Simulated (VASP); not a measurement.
Input:

```
CoFe
1.0
    2.75845     0.00000     0.00000
    0.00000     2.75845     0.00000
    0.00000     0.00000     2.75845
Fe Co
1 1
Direct
  0.00000   0.00000   0.00000
  0.50000   0.50000   0.50000
```

Calculation: LDA (Ceperley-Alder, Perdew-Zunger), VASP's LDA PAW potentials (set 64) (plane waves; VASP 6.6.1). Run with 400 eV cut-off, 15×15×15 Γ-centred mesh, tetrahedra with Blöchl corrections, potentials Fe Co.

The run has a spin-polarised start.

Problem. Tabulate the total density of states (states/eV per cell) against energy (eV; zero at the valence-band maximum or, without a gap, the Fermi level).

Solution. 
(E (eV), DOS (states/eV)): (-9.96, 0.00); (-9.75, 0.00); (-9.64, 0.00); (-9.42, 0.01); (-9.31, 0.02); (-9.10, 0.04); (-8.99, 0.07); (-8.78, 0.09); (-8.56, 0.11); (-8.45, 0.12); (-8.24, 0.14); (-8.13, 0.15); (-7.92, 0.17); (-7.70, 0.19); (-7.59, 0.20); (-7.38, 0.22); (-7.27, 0.23); (-7.06, 0.25); (-6.95, 0.26); (-6.73, 0.30); (-6.52, 0.33); (-6.41, 0.35); (-6.20, 0.42); (-6.09, 0.46); (-5.87, 0.73); (-5.66, 1.14); (-5.55, 1.15); (-5.33, 1.34); (-5.23, 1.72); (-5.01, 2.43); (-4.90, 2.11); (-4.69, 1.60); (-4.47, 1.30); (-4.37, 1.28); (-4.15, 4.08); (-4.04, 3.87); (-3.83, 2.87); (-3.61, 3.55); (-3.50, 3.47); (-3.29, 3.98); (-3.18, 3.47); (-2.97, 1.61); (-2.86, 1.70); (-2.64, 3.41); (-2.43, 3.41); (-2.32, 3.19); (-2.11, 3.44); (-2.00, 4.55); (-1.78, 6.32); (-1.57, 6.89); (-1.46, 5.51); (-1.25, 2.88); (-1.14, 3.00); (-0.92, 2.46); (-0.81, 2.22); (-0.60, 1.90); (-0.38, 1.15); (-0.28, 0.92); (-0.06, 1.57); (0.05, 2.15); (0.26, 3.41); (0.48, 3.67); (0.58, 3.12); (0.80, 3.02); (0.91, 2.21); (1.12, 1.74); (1.23, 2.37); (1.45, 2.30); (1.66, 1.43); (1.77, 0.87); (1.98, 0.58); (2.09, 0.53); (2.31, 0.67); (2.52, 0.63); (2.63, 0.61); (2.84, 0.58); (2.95, 0.57); (3.17, 0.55); (3.27, 0.53); (3.49, 0.51)
Within 2 eV below the Fermi level the largest weight inside VASP's projection spheres is Co d, then Fe d.

The structure comes from a computed database's FeCo entry (Pm-3m); how it stands against other phases isn't given here. It was relaxed first, which changed the volume by -8 %.
